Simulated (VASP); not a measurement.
Set up this calculation in VASP 6.6.1, as the native input.

```
Task                   : atomic charges
Functional             : PBE
Dispersion             : TS
Potentials or basis    : VASP PAW PBE potentials, release 64 (O, Sn_d, Br, H)
Cutoff                 : 520 eV
k mesh                 : 1 × 1 × 1
Occupations            : gaussian, width 0.01 eV
Spin                   : no spin polarisation
Further INCAR settings : ALGO = Normal; EDIFF = 1e-06
```

The structure of OSnBrH lies in POSCAR:

```
SnHBrO
1.0
   13.0000000000      0.0000000000      0.0000000000
    0.0000000000     11.0000000000      0.0000000000
    0.0000000000      0.0000000000     11.0000000000
O Sn Br H
1 1 1 1
Direct
    0.4347192300      0.5530000000      0.4391500000
    0.4437576900      0.4524636400      0.5874863600
    0.6355269200      0.4240181800      0.5740681800
    0.3664730800      0.5798000000      0.4186954500
```

These files were run (other wordings do the same):

INCAR

```
ALGO = Normal
EDIFF = 1E-6
ENCUT = 520
GGA = PE
ISIF = 2
ISMEAR = 0
IVDW = 2
LASPH = True
LCHARG = True
LELF = True
LORBIT = 11
LREAL = False
LVACPOTAV = True
LVHAR = True
LWAVE = False
NELM = 80
PREC = Accurate
SIGMA = 0.01
```

KPOINTS

```
k-points
0
Gamma
  1 1 1
```

Potentials or basis: VASP PAW PBE potentials, release 64 (O, Sn_d, Br, H).

The run is started by

```bash
$ cat potpaw_PBE.64/O/POTCAR potpaw_PBE.64/Sn_d/POTCAR potpaw_PBE.64/Br/POTCAR potpaw_PBE.64/H/POTCAR > POTCAR
$ mpirun -np 1 vasp_gam > vasp.out
```

Results of the run:

* Largest force: 0.730 eV/Å
* Gap between the frontier levels: 3.14 eV
* Valence electrons inside the program's atomic spheres: O 5.09; Sn 12.19; Br 4.86; H 0.76
* Hirshfeld charges: O -0.34; Sn +0.42; Br -0.21; H +0.13 e
* Dispersion energy per atom: -0.002 eV

Caveat: spin-orbit coupling is left out, which moves the levels of the heavy elements.

Run time: 3.3 min on 1 thread of Intel(R) Xeon(R) Platinum 8559C (Emerald Rapids), with other jobs on the host, peak memory 1.2 GiB.
